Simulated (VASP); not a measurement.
Consider the following.

```
PbTe
1.0
    4.55488     0.00000     0.00000
    0.00000     4.55488     0.00000
    0.00000     0.00000    27.84033
Te Pb
4 4
Cartesian
  0.00000   2.27744  12.30977
  2.27744   0.00000   9.08898
  0.00000   2.27744  18.75136
  2.27744   0.00000  15.53056
  0.00000   2.27744   9.08898
  2.27744   0.00000  12.30977
  0.00000   2.27744  15.53056
  2.27744   0.00000  18.75136
```

All values below come from PBEsol GGA, VASP's PBE PAW potentials (set 64) (plane waves; VASP 6.6.1). Settings: PREC = Normal, EDIFF = 1E-5, 400 eV cut-off, 5×5×1 Γ-centred mesh, Gaussian smearing of 0.050 eV, potentials Te Pb_d.

The ions are relaxed. Give the cell that the relaxation ends in.

```
PbTe
1.0
    4.55488     0.00000     0.00000
    0.00000     4.55488     0.00000
    0.00000     0.00000    27.84033
Te Pb
4 4
Direct
  0.00000   0.50000   0.44324
  0.50000   0.00000   0.32505
  0.00000   0.50000   0.67495
  0.50000   0.00000   0.55676
  0.00000   0.50000   0.33412
  0.50000   0.00000   0.43563
  0.00000   0.50000   0.56437
  0.50000   0.00000   0.66588
```

How much energy does the relaxation gain?

The energy (σ→0) changes by -20.9 meV/atom, in 14 ionic steps.

The cell is a thin slab with vacuum, built from PbTe (rock salt): (100) face.
